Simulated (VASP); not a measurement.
Output of a VASP run:

### OSZICAR
```
       N       E                     dE             d eps       ncg     rms          rms(c)
DAV:   1     0.849789806579E+02    0.84979E+02   -0.10178E+04   824   0.152E+03
DAV:   2    -0.775278820704E+02   -0.16251E+03   -0.15722E+03   836   0.375E+02
DAV:   3    -0.911067287050E+02   -0.13579E+02   -0.13455E+02  1100   0.110E+02
DAV:   4    -0.914293771168E+02   -0.32265E+00   -0.32238E+00   870   0.195E+01
DAV:   5    -0.914413663611E+02   -0.11989E-01   -0.11989E-01  1208   0.379E+00    0.528E+00
DAV:   6    -0.860119053091E+02    0.54295E+01   -0.38133E+00  1010   0.428E+01    0.372E+00
DAV:   7    -0.863903460068E+02   -0.37844E+00   -0.11436E+00   860   0.163E+01    0.287E+00
DAV:   8    -0.864709017027E+02   -0.80556E-01   -0.64340E-01   812   0.894E+00    0.599E-01
DAV:   9    -0.863479215172E+02    0.12298E+00   -0.42287E-01   812   0.711E+00    0.540E-01
DAV:  10    -0.864428149812E+02   -0.94893E-01   -0.65229E-02   824   0.261E+00    0.132E-01
DAV:  11    -0.864503491752E+02   -0.75342E-02   -0.12923E-02   920   0.129E+00    0.968E-02
DAV:  12    -0.864463776704E+02    0.39715E-02   -0.13059E-02   842   0.141E+00    0.829E-02
DAV:  13    -0.864481253303E+02   -0.17477E-02   -0.27922E-02   824   0.183E+00    0.109E-01
DAV:  14    -0.864505798609E+02   -0.24545E-02   -0.43663E-03   824   0.750E-01    0.344E-02
DAV:  15    -0.864508110706E+02   -0.23121E-03   -0.28991E-04   872   0.215E-01    0.237E-02
DAV:  16    -0.864508078710E+02    0.31996E-05   -0.16455E-05  1022   0.452E-02    0.198E-02
DAV:  17    -0.864507653610E+02    0.42510E-04   -0.11716E-05   878   0.395E-02    0.121E-02
DAV:  18    -0.864507537361E+02    0.11625E-04   -0.53749E-06   836   0.341E-02    0.371E-03
DAV:  19    -0.864507545565E+02   -0.82037E-06   -0.61168E-07   908   0.785E-03    0.125E-03
DAV:  20    -0.864507526392E+02    0.19173E-05   -0.24419E-07   806   0.537E-03    0.866E-04
DAV:  21    -0.864507535436E+02   -0.90436E-06   -0.29513E-08   478   0.291E-03    0.635E-04
DAV:  22    -0.864507546490E+02   -0.11055E-05   -0.55895E-09   448   0.949E-04    0.129E-04
DAV:  23    -0.864507550544E+02   -0.40540E-06   -0.20995E-09   442   0.686E-04    0.420E-05
DAV:  24    -0.864507548977E+02    0.15674E-06   -0.65308E-10   442   0.405E-04    0.308E-05
DAV:  25    -0.864507548673E+02    0.30364E-07   -0.10348E-10   430   0.177E-04
   1 F= -.86450755E+02 E0= -.86450755E+02  d E =-.410620E-09
```

File OUTCAR:
```
------------------------ aborting loop because EDIFF is reached ----------------------------------------
  FORCE on cell =-STRESS in cart. coord.  units (eV):
  Direction    XX          YY          ZZ          XY          YZ          ZX
  --------------------------------------------------------------------------------------
  Total        1.3254639      1.3254639      1.3254639      0.0000000      0.0000000      0.0000000
  in kB       42.8766952     42.8766952     42.8766952      0.0000000      0.0000000      0.0000000
  external PRESSURE =      42.8766952 kB  Pullay stress =       0.0000000 kB
  volume of cell :       49.53
      direct lattice vectors                 reciprocal lattice vectors
     0.000000000  2.914802015  2.914802015    -0.171538237  0.171538237  0.171538237
     2.914802015  0.000000000  2.914802015     0.171538237 -0.171538237  0.171538237
     2.914802015  2.914802015  0.000000000     0.171538237  0.171538237 -0.171538237
  FREE ENERGIE OF THE ION-ELECTRON SYSTEM (eV)
  ---------------------------------------------------
  free  energy   TOTEN  =       -86.4507548673 eV

  energy  without entropy=      -86.4507548669  energy(sigma->0) =      -86.45075487
```
(Selected blocks of OUTCAR.)

POSCAR:
```
PbS
1
    0.0000000000     2.9148020152     2.9148020152
    2.9148020152     0.0000000000     2.9148020152
    2.9148020152     2.9148020152     0.0000000000
Pb S
1 1
Direct
  0.0000000000   0.0000000000   0.0000000000
  0.5000000000   0.5000000000   0.5000000000
```

Q: Write an INCAR and KPOINTS that could have produced this output.

A: This is not unique; one that fits is the input of the run itself, SCAN meta-GGA, plane waves, VASP's PBE PAW potentials (set 64).

**INCAR**
```
ALGO  =  Normal
EDIFF  =  1E-7
ENCUT  =  520
ISIF  =  2
ISMEAR  =  0
LASPH  =  T
LCHARG  =  F
LMAXMIX  =  4
LMIXTAU  =  T
LREAL  =  F
LWAVE  =  F
METAGGA  =  SCAN
NELM  =  100
PREC  =  Accurate
SIGMA  =  0.05
SYSTEM  =  PbS
```

### KPOINTS
```
Automatic mesh
0
Gamma
8 8 8
0 0 0
```

POTCAR, in this order: Pb_d S (PBE.64 set). Program: vasp_std.

The compound is PbS in the rock salt structure. This cell is one point of a volume scan, at 0.94 of the reference volume.
